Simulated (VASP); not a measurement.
Data:

```
CsCl
1.0
    4.01819     0.00000     0.00000
    0.00000     4.01819     0.00000
    0.00000     0.00000     4.01819
Cs Cl
1 1
Direct
  0.00000   0.00000   0.00000
  0.50000   0.50000   0.50000
```

The numbers are results of optB88-vdW, VASP's PBE PAW potentials (set 64) (plane waves; VASP), not measurements. Settings: 520 eV cut-off, 7×7×7 Γ-centred mesh, Gaussian smearing of 0.050 eV, potentials Cs_sv Cl.

**Question.** Give the stress tensor in GPa (positive for a compressed cell).

**Answer.** 
```
1.49  0.00  0.00
0.00  1.49  0.00
0.00  0.00  1.49
```
The pressure is its mean diagonal, 1.49 GPa.

The compound is CsCl in the CsCl type structure. This cell is one point of a volume scan, at 0.94 of the reference volume.
